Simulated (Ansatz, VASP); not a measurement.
## Two plane-wave programs on PdAu4

The input INCAR:

```
PREC     = Accurate       # precision mode
ENCUT    = 520            # plane-wave cutoff, eV
EDIFF    = 1E-7           # SCF threshold, eV
ISMEAR   = -1             # smearing method
SIGMA    = 0.1            # smearing width, eV
LREAL    = F              # projectors in reciprocal space
LASPH    = T              # aspherical terms in the spheres
NELM     = 100            # most SCF steps
ALGO     = Fast           # electronic algorithm
ISIF     = 2              # what is computed and relaxed
LWAVE    = F              # write WAVECAR
LCHARG   = F              # write CHGCAR
GGA      = PS             # functional
NBANDS   = 35             # bands
```

KPOINTS

```
regular mesh
0
Gamma
  5 5 5
```

POSCAR

```
PdAu4
1.0
   -2.8142097200      2.8142097200      2.8142097200
    2.8142097200     -2.8142097200      2.8142097200
    2.8142097200      2.8142097200     -2.8142097200
Pd Au
1 4
Direct
    0.0000000000      0.0000000000      0.0000000000
    0.5000000000      0.5000000000      0.5000000000
    0.5000000000      0.0000000000      0.0000000000
    0.0000000000      0.0000000000      0.5000000000
    0.0000000000      0.5000000000      0.0000000000
```

Input for Ansatz:

```yaml
crystal:
  lattice:
    - [-2.81420972, 2.81420972, 2.81420972]
    - [2.81420972, -2.81420972, 2.81420972]
    - [2.81420972, 2.81420972, -2.81420972]
  atoms:
    - { symbol: Pd, position: [0.0, 0.0, 0.0] }
    - { symbol: Au, position: [0.5, 0.5, 0.5] }
    - { symbol: Au, position: [0.5, 0.0, 0.0] }
    - { symbol: Au, position: [0.0, 0.0, 0.5] }
    - { symbol: Au, position: [0.0, 0.5, 0.0] }
  symmetry: { tolerance: 0.0003 }
kpoints:
  mp_grid: { grid: [5, 5, 5], shift: [0, 0, 0] }
magnetization:
  spin_polarized: false
scf:
  occupations: { method: fermi_dirac }
  n_extra_bands: 2
hamiltonian:
  pseudopotentials: { kind: paw }
  xc: pbesol
basis:
  ecutwfc: 500
output:
  forces: true
  stress: true
  eigenvalues: true
```

The cell was built by a generator and needn't be a form met in nature.

Alike in both runs: task single point; functional PBEsol; k mesh 5 × 5 × 5; no spin polarisation.

|  | VASP | Ansatz |
| --- | --- | --- |
| version | VASP 6.6.1 | Ansatz 0.2.0 |
| potentials or method | VASP PAW PBE potentials, release 64 (Pd, Au) | PAW plane waves |
| plane-wave cutoff (eV) | 520 | 500 |
| occupations | fermi-dirac, width 0.1 eV | fermi-dirac |
| valence electrons in the cell | 54 | 94 |

Ansatz gave:

| Item | Value |
| --- | --- |
| gap on the k mesh at the Fermi level (eV) | none |
| pressure (GPa) | 25.9 |

Question: Which values does VASP return?

Answer: gap on the k mesh at the Fermi level (eV): none; pressure (GPa): 25.6.

A gap of «none» marks a metal or a gap that the smearing closes. The two sets of potentials don't hold the same shells in valence.

Caveats: so large a pressure means that the cell lies far from this level's equilibrium, or that cutoff or potentials fall short (VASP); the potentials were made for another functional, which shifts forces and pressure (VASP). The runs have no spin-orbit coupling, so splittings on Au are missing.
